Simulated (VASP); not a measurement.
Output of a VASP run:

**OSZICAR**
```
       N       E                     dE             d eps       ncg     rms          rms(c)
DAV:   1     0.376230482396E+02    0.37623E+02   -0.48242E+03   630   0.945E+02
DAV:   2    -0.318644596808E-01   -0.37655E+02   -0.37363E+02   684   0.170E+02
DAV:   3    -0.137789090447E+01   -0.13460E+01   -0.13403E+01   918   0.263E+01
DAV:   4    -0.144241809800E+01   -0.64527E-01   -0.64445E-01   888   0.493E+00
DAV:   5    -0.144494089922E+01   -0.25228E-02   -0.25209E-02   995   0.604E-01    0.104E+01
DAV:   6    -0.145253023811E+01   -0.75893E-02   -0.10630E-02   758   0.138E+00    0.583E+00
DAV:   7    -0.145843263380E+01   -0.59024E-02   -0.18435E-02   689   0.184E+00    0.388E-01
DAV:   8    -0.145858933323E+01   -0.15670E-03   -0.20465E-03   880   0.377E-01    0.158E-01
DAV:   9    -0.145862829985E+01   -0.38967E-04   -0.12363E-04   871   0.107E-01    0.424E-02
DAV:  10    -0.145864668968E+01   -0.18390E-04   -0.22019E-05   771   0.424E-02    0.273E-02
DAV:  11    -0.145864494946E+01    0.17402E-05   -0.21602E-06   852   0.129E-02    0.203E-03
DAV:  12    -0.145864446179E+01    0.48767E-06   -0.14832E-07   387   0.295E-03
   1 F= -.14586445E+01 E0= -.14581175E+01  d E =-.145864E+01
```

**OUTCAR**
```
------------------------ aborting loop because EDIFF is reached ----------------------------------------
  FORCE on cell =-STRESS in cart. coord.  units (eV):
  Direction    XX          YY          ZZ          XY          YZ          ZX
  --------------------------------------------------------------------------------------
  Total        0.0060232      0.0060232      0.0060232      0.0000000      0.0000000      0.0000000
  in kB        0.1662293      0.1662293      0.1662293      0.0000000      0.0000000      0.0000000
  external PRESSURE =       0.1662293 kB  Pullay stress =       0.0000000 kB
  volume of cell :       58.05
      direct lattice vectors                 reciprocal lattice vectors
     0.000000000  3.073272750  3.073272750    -0.162693012  0.162693012  0.162693012
     3.073272750  0.000000000  3.073272750     0.162693012 -0.162693012  0.162693012
     3.073272750  3.073272750  0.000000000     0.162693012  0.162693012 -0.162693012
 POSITION                                       TOTAL-FORCE (eV/Angst)
 -----------------------------------------------------------------------------------
      0.00000      0.00000      0.00000        -0.000000      0.000000     -0.000000
 -----------------------------------------------------------------------------------
    total drift:                                0.000000      0.000000      0.000000
  FREE ENERGIE OF THE ION-ELECTRON SYSTEM (eV)
  ---------------------------------------------------
  free  energy   TOTEN  =        -1.4586444618 eV

  energy  without entropy=       -1.4570635716  energy(sigma->0) =       -1.45811750

 reached required accuracy - stopping structural energy minimisation
```
(Selected blocks of OUTCAR.)

File POSCAR:
```
Sr
1
    0.0000000000     3.0732727504     3.0732727504
    3.0732727504     0.0000000000     3.0732727504
    3.0732727504     3.0732727504     0.0000000000
Sr
1
Direct
  0.0000000000   0.0000000000   0.0000000000
```

### Question
Write an INCAR and KPOINTS that could have produced this output.

### Answer
One answer among several that fit: the input of the run itself, RPBE GGA, plane waves, VASP's PBE PAW potentials (set 64).

**KPOINTS**
```
Automatic mesh
0
Gamma
9 9 9
0 0 0
```

**INCAR**
```
ALGO=Normal
EDIFF=1E-6
EDIFFG=-0.01
ENCUT=520
GGA=RP
IBRION=2
ISIF=3
ISMEAR=1
LASPH=.True.
LCHARG=.False.
LMAXMIX=4
LREAL=.False.
LWAVE=.False.
NELM=100
NSW=60
PREC=Accurate
SIGMA=0.1
SYSTEM=Sr
```

POTCAR, in this order: Sr_sv (PBE.64 set). Program: vasp_std.

The compound is Sr in the fcc structure. It was relaxed first. The start is the result of an earlier pass.
